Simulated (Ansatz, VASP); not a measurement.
Zn4TeO3: VASP beside Ansatz

```
Te Zn O
1.0
     3.37098    0.00000    0.00000
     0.00000    3.64425    5.17965
     0.00000   -3.64425    5.17965
Te Zn O
1 4 3
Direct
  0.49415 0.35310 0.36879
  0.99898 0.54481 0.55835
  0.50516 0.52649 0.93999
  0.49591 0.93910 0.53372
  0.99878 0.99215 0.98554
  0.49090 0.87287 0.87840
  0.99810 0.87075 0.37666
  0.01424 0.38750 0.87121
```

Change from the starting cell: atoms moved at random, drawn with an rms of 0.05 Å.

Alike in both runs: task single point; functional PBE; k mesh 8 × 5 × 5; occupations fermi-dirac, width 0.05 eV; no spin polarisation.

|  | VASP | Ansatz |
| --- | --- | --- |
| version | VASP 6.6.1 | Ansatz 0.2.0 |
| potentials or method | VASP PAW PBE potentials, release 64 (Te, Zn, O) | Ansatz PAW |
| plane-wave cutoff (eV) | 520 | 420 |
| valence electrons in the cell | 72 | 82 |

```tsv
	VASP	Ansatz	Ansatz less VASP
gap on the k mesh at the Fermi level (eV)	none	none	-
pressure (GPa)	1.5	1.0	-0.48
largest component of the traceless stress (GPa)	1.18	1.13	-0.053
rms of the force components (eV/Å)	0.371	0.354	-0.0163
```

Atom by atom the forces differ by 0.033 eV/Å (rms over components). A gap of «none» marks a metal or a gap that the smearing closes. The functional is the same, so the differences come from potentials, cutoffs and numerics. The two sets of potentials don't hold the same shells in valence.

Caveats: the pressure holds a Pulay correction of +0.4 GPa for the finite cutoff (Ansatz). The runs have no spin-orbit coupling, so splittings on Te are missing.
